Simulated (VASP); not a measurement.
# AlB2C2 (P6/mmm) in VASP: further runs

The runs below take AlB2C2 through single point, relaxation of cell and atoms, with PBE.

All numbers are computed with VASP 6.6.1; they aren't measurements. Logs are shortened: lines on timing, memory, paths and dates and some standing lists are left out, and cuts for length are marked.

## Step 1: The cell of the first run

The structure is hexagonal, space group P6/mmm (No. 191). The conventional cell has a = 5.383 Å, b = 5.383 Å, c = 2.801 Å, α = 90.00°, β = 90.00°, γ = 120.00°. Around Al (site symmetry 6/mmm) lie 2 Al at 2.80 Å and 6 B at 3.11 Å. Around B (site symmetry -6m2) lie 2 C at 1.40 Å. Around C (site symmetry -6m2) lie 2 B at 1.40 Å.

The cell was built by a generator and needn't be a form met in nature.

## Step 2: Single point, PBE (random cell by space group and Wyckoff sites (P6/mmm, No. 191))

INCAR reads:

```
SYSTEM = AlB2C2
PREC = Accurate
ENCUT = 520
EDIFF = 1E-7
ISMEAR = 0
SIGMA = 0.1
LREAL = .FALSE.
LASPH = .TRUE.
NELM = 100
ALGO = Normal
ISIF = 2
LWAVE = .FALSE.
LCHARG = .FALSE.
GGA = PE
NBANDS = 16
```

KPOINTS reads:

```
regular mesh
0
G
  6 6 4
  0 0 0
```

POSCAR reads:

```
AlB2C2
1.0
    5.3827268008      0.0000000046      0.0000000000
   -2.6913634044      4.6615781488      0.0000000000
    0.0000000000      0.0000000000      2.8005235953
Al B C
1 2 2
Direct
    0.0000000000      0.0000000000      0.5000000000
    0.3333333333      0.6666666667      0.5000000000
    0.6666666667      0.3333333333      0.5000000000
    0.3333333333      0.6666666667      0.0000000000
    0.6666666667      0.3333333333      0.0000000000
```

Potentials or basis: VASP PAW PBE potentials, release 64 (Al, B, C).

Launch:

```
cat potpaw_PBE.64/Al/POTCAR potpaw_PBE.64/B/POTCAR potpaw_PBE.64/C/POTCAR > POTCAR
mpirun -np 1 vasp_std > vasp.out
```

OUTCAR:

```text
SYSTEM = AlB2C2
   PREC = Accurate
   ENCUT = 520
   EDIFF = 1E-7
   ISMEAR = 0
   LREAL = .FALSE.
   LASPH = .TRUE.
   NELM = 100
   ISIF = 2
   GGA = PE

 ion  position               nearest neighbor table
   1  0.000  0.000  0.500-
   2  0.333  0.667  0.500-   4 1.40   4 1.40
   3  0.667  0.333  0.500-   5 1.40   5 1.40
   4  0.333  0.667  0.000-   2 1.40   2 1.40
   5  0.667  0.333  0.000-   3 1.40   3 1.40

  LATTYP: Found a hexagonal cell.
 ALAT       =     5.3827268008
 C/A-ratio  =     0.5202797205

  Lattice vectors:

 A1 = (   5.3827268008,   0.0000000046,   0.0000000000)
 A2 = (  -2.6913634044,   4.6615781488,   0.0000000000)
 A3 = (   0.0000000000,   0.0000000000,   2.8005235953)

Analysis of symmetry for initial positions (statically):
=====================================================================
 Subroutine PRICEL returns:
 Original cell was already a primitive cell.

 Routine SETGRP: Setting up the symmetry group for a
 hexagonal supercell.

 Subroutine GETGRP returns: Found 24 space group operations
 (whereof 24 operations were pure point group operations)
 out of a pool of 24 trial point group operations.

The static configuration has the point symmetry D_6h.

Analysis of symmetry for dynamics (positions and initial velocities):
=====================================================================
 Subroutine PRICEL returns:
 Original cell was already a primitive cell.

 Routine SETGRP: Setting up the symmetry group for a
 hexagonal supercell.

 Subroutine GETGRP returns: Found 24 space group operations
 (whereof 24 operations were pure point group operations)
 out of a pool of 24 trial point group operations.

The dynamic configuration has the point symmetry D_6h.

 Subroutine INISYM returns: Found 24 space group operations
 (whereof 24 operations are pure point group operations),
 and found     1 'primitive' translations

----------------------------------------------------------------------------------------

                                     Primitive cell

  volume of cell :      70.2707

  direct lattice vectors                    reciprocal lattice vectors
     5.382726801  0.000000005  0.000000000     0.185779445  0.107259813  0.000000000
    -2.691363404  4.661578149  0.000000000    -0.000000000  0.214519626  0.000000000
     0.000000000  0.000000000  2.800523595     0.000000000  0.000000000  0.357076085

  length of vectors
     5.382726801  5.382726801  2.800523595     0.214519626  0.214519626  0.357076085

  position of ions in fractional coordinates (direct lattice)
     0.000000000  0.000000000  0.500000000
     0.333333333  0.666666667  0.500000000
     0.666666667  0.333333333  0.500000000
     0.333333333  0.666666667  0.000000000
     0.666666667  0.333333333  0.000000000

  ion indices of the primitive-cell ions
   primitive index   ion index
                 1           1
                 2           2
                 3           3
                 4           4
                 5           5

----------------------------------------------------------------------------------------

 KPOINTS: regular mesh

Automatic generation of k-mesh.
 Grid dimensions read from file:
 generate k-points for:    6    6    4

 Generating k-lattice:

  Cartesian coordinates                     Fractional coordinates (reciprocal lattice)
     0.030963241  0.017876635  0.000000000     0.166666667 -0.000000000  0.000000000
    -0.000000000  0.035753271  0.000000000     0.000000000  0.166666667  0.000000000
     0.000000000  0.000000000  0.089269021     0.000000000  0.000000000  0.250000000

  Length of vectors
     0.035753271  0.035753271  0.089269021

  Shift w.r.t. Gamma in fractional coordinates (k-lattice)
     0.000000000  0.000000000  0.000000000

 Subroutine IBZKPT returns following result:
 ===========================================

 Found     21 irreducible k-points:

 Following reciprocal coordinates:
            Coordinates               Weight
  0.000000  0.000000  0.000000      1.000000
  0.166667  0.000000  0.000000      6.000000
  0.333333  0.000000  0.000000      6.000000
  0.500000  0.000000  0.000000      3.000000
  0.166667  0.166667  0.000000      6.000000
  0.333333  0.166667  0.000000     12.000000
[... 13 lines left out ...]
  0.333333  0.166667  0.500000     12.000000
  0.333333  0.333333  0.500000      2.000000
   k-points           NKPTS =     21   k-points in BZ     NKDIM =     21   number of bands    NBANDS=     16
   number of dos      NEDOS =    301   number of ions     NIONS =      5
   total plane-waves  NPLWV =  38400
   dimension x,y,z NGX =    40 NGY =   40 NGZ =   24
   dimension x,y,z NGXF=    80 NGYF=   80 NGZF=   48
   ions per type =               1   2   2
   NGX,Y,Z   is equivalent  to a cutoff of  12.35, 12.35, 14.25 a.u.
   NGXF,Y,Z  is equivalent  to a cutoff of  24.71, 24.71, 28.49 a.u.
 SYSTEM =  AlB2C2
   PREC   = accura    normal or accurate (medium, high low for compatibility)
   ISTART =      0    job   : 0-new  1-cont  2-samecut
   ICHARG =      2    charge: 1-file 2-atom 10-const
   ISPIN  =      1    spin polarized calculation?
   LNONCOLLINEAR =      F non collinear calculations
   LSORBIT =      F    spin-orbit coupling
   LASPH  =      T    aspherical Exc in radial PAW
   ENCUT  =  520.0 eV  38.22 Ry    6.18 a.u.  10.01 10.01  5.21*2*pi/ulx,y,z
   NELM   =    100;   NELMIN=  2; NELMDL= -5     # of ELM steps
   EDIFF  = 0.1E-06   stopping-criterion for ELM
   LREAL  =      F    real-space projection
   EDIFFG = 0.1E-05   stopping-criterion for IOM
   NSW    =      0    number of steps for IOM
   IBRION =     -1    ionic relax: 0-MD 1-quasi-New 2-CG
   NFREE  =      0    steps in history (QN), initial steepest desc. (CG)
   ISIF   =      2    stress and relaxation
   ISYM   =      2    0-nonsym 1-usesym 2-fastsym
   POTIM  = 0.5000    time-step for ionic-motion
   TEBEG  =    0.0;   TEEND  =   0.0 temperature during run
   PSTRESS=    0.0 pullay stress
   NELECT =      17.0000    total number of electrons
   NUPDOWN=      -1.0000    fix difference up-down
   EMIN   =  10.00;   EMAX   =-10.00  energy-range for DOS
   EFERMI =   0.00;   METHOD = LEGACY
   ISMEAR =     0;   SIGMA  =   0.10  broadening in eV -4-tet -1-fermi 0-gaus
   EFERMI_NEDOS =   21; number of points for ismear=-14 and -15
   IALGO  =     38    algorithm
   IMIX   =      4    mixing-type and parameters
     AMIX     =   0.40;   BMIX     =  1.00
     AMIX_MAG =   1.60;   BMIX_MAG =  1.00
  volume/ion in A,a.u.               =      14.05        94.84
  Fermi-wavevector in a.u.,A,eV,Ry     =   1.020077  1.927666 14.157639  1.040557
  Thomas-Fermi vector in A             =   2.153626
   LORBIT       =      0    0 simple, 1 ext, 2 COOP (PROOUT), +10 PAW based schemes
   GGA     = PE    functional components
   LHFCALC =     F    Hartree Fock is set to
   AEXX    =    0.0000 exact exchange contribution
   IVDW    =     0    specifies the selected vdW correction
   LEPSILON=     F    determine dielectric tensor
   LRPA    =     F    only Hartree local field effects (RPA)
 non-spin polarized calculation
 Gauss-broadening in eV      SIGMA  =   0.10
  energy-cutoff  :      520.00
  volume of cell :       70.27
 maximum number of plane-waves:      1906
   NGX = 21   NGY = 21   NGZ = 11

 number of electron      17.0000000 magnetization

 Free energy of the ion-electron system (eV)
  ---------------------------------------------------
  ext. energy  EPLUGINS =         0.00000000
  ---------------------------------------------------
  free energy    TOTEN  =       -30.98310135 eV

  energy without entropy =      -30.97989678  energy(sigma->0) =      -30.98149907

 E-fermi :   2.3480     XC(G=0):  -9.2482

 val. band max:        2.2099510846   @ k =   0.1667   0.1667   0.5000
 cond. band min:       2.3758605965   @ k =   0.1667   0.0000   0.5000
 fundamental gap:      0.1659095119
 Fermi energy:         2.3479616284

 k-point     1 :       0.0000    0.0000    0.0000
  band No.  band energies     occupation
      1     -10.4495      2.00000
      2      -9.0173      2.00000
      3      -2.8898      2.00000
      4      -2.6562      2.00000
      5      -1.9885      2.00000
      6      -1.7167      2.00000
[... 8 lines left out ...]
     15      12.4846      0.00000
     16      13.6017      0.00000

 k-point     2 :       0.1667    0.0000    0.0000
  band No.  band energies     occupation
      1     -10.3711      2.00000
      2      -9.1147      2.00000
      3      -2.8761      2.00000
      4      -2.6700      2.00000
      5      -2.5704      2.00000
      6      -1.9377      2.00000
[... 8 lines left out ...]
     15      13.0223      0.00000
     16      13.4674      0.00000

 k-point     3 :       0.3333    0.0000    0.0000
  band No.  band energies     occupation
      1     -10.1637      2.00000
      2      -9.3573      2.00000
      3      -3.2709      2.00000
      4      -2.8405      2.00000
      5      -2.7058      2.00000
      6      -2.2318      2.00000
[... 8 lines left out ...]
     15      12.3007      0.00000
     16      12.8757      0.00000

 k-point     4 :       0.5000    0.0000    0.0000
  band No.  band energies     occupation
      1      -9.9886      2.00000
      2      -9.5488      2.00000
      3      -3.5293      2.00000
      4      -2.8120      2.00000
      5      -2.7344      2.00000
      6      -2.3449      2.00000
[... 8 lines left out ...]
     15      11.7454      0.00000
     16      12.4733      0.00000
[... 267 lines left out ...]
 k-point    19 :       0.1667    0.1667    0.5000
  band No.  band energies     occupation
      1      -8.6080      2.00000
      2      -8.0510      2.00000
      3      -5.7878      2.00000
      4      -4.9552      2.00000
      5       1.1383      2.00000
      6       1.4082      2.00000
[... 8 lines left out ...]
     15       8.2179      0.00000
     16       9.7399      0.00000

 k-point    20 :       0.3333    0.1667    0.5000
  band No.  band energies     occupation
      1      -8.4717      2.00000
      2      -8.1958      2.00000
      3      -5.5787      2.00000
      4      -5.1740      2.00000
      5       0.7524      2.00000
      6       0.9356      2.00000
[... 8 lines left out ...]
     15       8.5261      0.00000
     16       9.7102      0.00000

 k-point    21 :       0.3333    0.3333    0.5000
  band No.  band energies     occupation
      1      -8.3349      2.00000
      2      -8.3349      2.00000
      3      -5.3766      2.00000
      4      -5.3766      2.00000
      5       0.5688      2.00000
      6       0.7214      2.00000
[... 8 lines left out ...]
     15       9.4676      0.00000
     16       9.4676      0.00000

------------------------ aborting loop because EDIFF is reached ----------------------------------------

  FORCE on cell =-STRESS in cart. coord.  units (eV):
  Direction    XX          YY          ZZ          XY          YZ          ZX
  --------------------------------------------------------------------------------------
  -------------------------------------------------------------------------------------
  Total        0.0435389      0.0435389     -0.0109155     -0.0000000     -0.0000000      0.0000000
  in kB        0.9926898      0.9926898     -0.2488749     -0.0000000     -0.0000000      0.0000000
  external PRESSURE =       0.5788349 kB  Pullay stress =       0.0000000 kB

 VOLUME and BASIS-vectors are now :
 -----------------------------------------------------------------------------
  energy-cutoff  :      520.00
  volume of cell :       70.27
      direct lattice vectors                 reciprocal lattice vectors
     5.382726801  0.000000005  0.000000000     0.185779445  0.107259813  0.000000000
    -2.691363404  4.661578149  0.000000000    -0.000000000  0.214519626  0.000000000
     0.000000000  0.000000000  2.800523595     0.000000000  0.000000000  0.357076085

 POSITION                                       TOTAL-FORCE (eV/Angst)
 -----------------------------------------------------------------------------------
      0.00000      0.00000      1.40026         0.000000     -0.000000      0.000000
     -0.00000      3.10772      1.40026        -0.000000      0.000000      0.000000
      2.69136      1.55386      1.40026         0.000000     -0.000000     -0.000000
     -0.00000      3.10772      0.00000         0.000000     -0.000000      0.000000
      2.69136      1.55386      0.00000        -0.000000      0.000000     -0.000000
 -----------------------------------------------------------------------------------
    total drift:                                0.000000     -0.000000     -0.000000

  FREE ENERGIE OF THE ION-ELECTRON SYSTEM (eV)
  ---------------------------------------------------
  free  energy   TOTEN  =       -30.9831013544 eV

  energy  without entropy=      -30.9798967836  energy(sigma->0) =      -30.98149907
```

Wall time 11 s (1 thread of Intel Xeon 6975P-C (Granite Rapids), shared host); peak memory 0.19 GiB.

What came out:

| Quantity | Value |
| --- | --- |
| Free energy | -30.9831 eV |
| Pressure | 0.1 GPa |
| Band gap on the k mesh | none (metal or under the smearing width) |

Levels at points of the mesh, in eV from the Fermi level:
| k point | band 7 | band 8 | band 9 | band 10 | band 11 | band 12 |
| --- | --- | --- | --- | --- | --- | --- |
| (0.00, 0.00, 0.00) | -4.06 | -2.78 | -2.78 | 3.19 | 3.19 | 6.66 |
| (0.50, 0.00, 0.00) | -2.45 | -1.75 | -1.67 | 2.42 | 3.14 | 6.97 |
| (0.00, 0.00, 0.50) | -0.16 | 0.19 | 1.13 | 1.13 | 1.18 | 1.18 |
| (0.50, 0.00, 0.50) | -0.61 | 0.26 | 1.09 | 1.72 | 1.76 | 2.59 |

Caveat: the k mesh is coarse (spacing up to 0.56 Å⁻¹), so the values aren't converged.

## Step 3: Relaxation of cell and atoms, PBE (random cell by space group and Wyckoff sites (P6/mmm, No. 191))

INCAR reads:

```
  PREC = Accurate
  ENCUT = 600
  EDIFF = 1E-7
  ISMEAR = 0
  SIGMA = 0.1
  LREAL = False
  LASPH = True
  NELM = 80
  ALGO = Normal
  ISIF = 3
  LWAVE = False
  LCHARG = False
  GGA = PE
  IBRION = 2
  NSW = 90
  EDIFFG = -0.04
```

KPOINTS reads:

```
regular mesh
0
Gamma
  6 6 4
```

POSCAR reads:

```
AlB2C2
1.0
    3.3706743100      0.0000000000      0.0000000000
   -1.6853371600      2.9190895800      0.0000000000
    0.0000000000      0.0000000000      5.6873995300
Al B C
1 2 2
Direct
    0.0000000000      0.0000000000      0.5000000000
    0.3333333300      0.6666666700      0.5000000000
    0.6666666700      0.3333333300      0.5000000000
    0.3333333300      0.6666666700      0.0000000000
    0.6666666700      0.3333333300      0.0000000000
```

Potentials or basis: VASP PAW PBE potentials, release 64 (Al, B, C).

Launch:

```
cat potpaw_PBE.64/Al/POTCAR potpaw_PBE.64/B/POTCAR potpaw_PBE.64/C/POTCAR > POTCAR
mpirun -np 1 vasp_std > vasp.out
```

Run time: 4.6 min. Hardware: 1 thread of Intel Xeon 6975P-C (Granite Rapids), shared host; peak memory 0.21 GiB.

Results (log left out):

| Property | Result |
| --- | --- |
| Free energy | -30.6279 eV |
| Relaxed volume | 11.10 Å³/atom |
| Relaxed cell | a = 4.766 Å, b = 4.766 Å, c = 2.823 Å, α = 90.00°, β = 90.00°, γ = 120.00° |
| Space group after relaxing (to 0.05 Å) | P6/mmm (No. 191) |
| Energy gained by relaxing | 1351.3 meV/atom |
| Ionic steps | 40 |
| Pressure after relaxing | -0.1 GPa |
| Band gap on the k mesh | none (metal or under the smearing width) |

Stress tensor (GPa, compression positive):
```
-0.06  0.00  0.00
 0.00 -0.06  0.00
 0.00  0.00 -0.22
```

Step by step:
```
step  energy change (eV)  largest force (eV/Å)  pressure (GPa)  volume (Å³)
   1              0.0000                0.0000           -5.61        55.96
   2             -0.0506                0.0000            0.32        52.84
   3             -0.0508                0.0000           -0.03        53.03
   4             -0.0632                0.0000            0.17        52.75
   5             -0.0762                0.0000           -0.28        52.39
   6             -0.1006                0.0000           -0.94        51.66
   7             -0.2477                0.0000           -2.38        50.12
   8             -0.8429                0.0000           -1.59        46.75
   9             -2.3685                0.0000           23.21        38.80
  10             -2.4022                0.0000           12.66        40.53
  11             -2.4076                0.0000           18.05        39.59
  12             -2.4004                0.0000           20.07        39.26
  13             -2.4015                0.0000           20.17        39.24
  14             -2.4040                0.0000           20.49        39.20
  15             -2.4053                0.0000           21.17        39.11
  16             -2.4084                0.0000           21.03        39.13
  17             -2.4175                0.0000           20.61        39.19
  18             -2.4354                0.0000           19.78        39.32
  19             -2.4689                0.0000           18.14        39.59
  20             -2.5277                0.0000           15.00        40.12
  21             -2.6147                0.0000            9.23        41.19
  22             -2.6858                0.0000           -0.49        43.39
  23             -2.6863                0.0000           -1.31        43.59
  24             -2.6906                0.0000           -1.31        43.59
  25             -2.7076                0.0000           -1.49        43.58
  26             -2.7733                0.0000           -1.81        43.54
  27             -3.0320                0.0000           -1.65        43.44
  28             -3.8355                0.0000            1.40        43.08
  29             -5.1720                0.0000           31.90        41.77
  30             -5.1619                0.0000           45.95        41.36
  31             -5.1817                0.0000           43.18        41.45
  32             -5.2796                0.0000           40.55        41.82
  33             -5.5423                0.0000           33.06        42.95
  34             -5.9340                0.0000           19.78        45.27
  35             -6.2455                0.0000           -0.58        50.17
  36             -6.4502                0.0000            0.00        51.04
  37             -6.7356                0.0000            4.23        53.60
  38             -6.7356                0.0000            4.41        53.68
  39             -6.7504                0.0000            2.36        54.49
  40             -6.7567                0.0000           -0.11        55.52
```

Final structure:
```
CELL_PARAMETERS angstrom
4.76591 0.00000 0.00000
-2.38295 4.12740 0.00000
0.00000 0.00000 2.82262
ATOMIC_POSITIONS crystal
Al 0.00000 0.00000 0.50000
B 0.33333 0.66667 0.50000
B 0.66667 0.33333 0.50000
C 0.33333 0.66667 0.00000
C 0.66667 0.33333 0.00000
```

Levels at points of the mesh, in eV from the Fermi level:
```tsv
k point	band 7	band 8	band 9	band 10	band 11	band 12
(0.00, 0.00, 0.00)	-3.87	-3.38	-3.38	4.71	4.71	5.33
(0.50, 0.00, 0.00)	-2.42	-1.40	-0.96	3.33	4.08	6.60
(0.00, 0.00, 0.50)	-0.12	-0.12	0.65	0.65	1.19	1.19
(0.50, 0.00, 0.50)	-2.04	-1.37	0.86	1.88	2.21	2.35
```
